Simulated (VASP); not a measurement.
Given:

```
Se
1.0
    2.04402    -3.54035     0.00000
    2.04402     3.54035     0.00000
    0.00000     0.00000     5.07587
Se
3
Cartesian
  2.54830  -2.66692   3.38391
  3.07949   0.00000   5.07587
  2.54830   2.66692   1.69195
```

Calculation: rev-vdW-DF2, VASP's PBE PAW potentials (set 64) (plane waves; VASP 6.6.1). Run with 520 eV cut-off, 6×6×4 Γ-centred mesh, Gaussian smearing of 0.050 eV, potentials Se.

Energy and stress use the plane-wave basis of the starting cell.

Question: The ions, cell shape and volume are relaxed. Which structure does the run end with?

Answer: 
```
Se
1.0
    2.05698    -3.56280     0.00000
    2.05698     3.56280     0.00000
    0.00000     0.00000     5.16733
Se
3
Cartesian
  0.50646   0.87721   3.44489
  3.10105   0.00000   5.16733
  0.50646  -0.87721   1.72244
```
Space group P3_121 (152), at a tolerance of 0.03 Å.

Question: How do energy and volume change from the first to the last step?

Answer: The energy (σ→0) changes by -5.6 meV/atom and the volume by +3.1 %, in 5 ionic steps.

```
step  E(σ→0) (eV)  max force (eV/Å)  pressure (GPa)  volume (Å³)
----  -----------  ----------------  --------------  -----------
1         -6.3352             0.204            2.19        73.46
2         -6.3415             0.232           -1.50        77.08
3         -6.3512             0.051            0.03        75.45
4         -6.3516             0.038            0.02        75.53
5         -6.3520             0.006            0.01        75.74
```

The compound is Se in the trig structure. This run relaxes it. Symmetry was kept, so distortions that lower it aren't found.
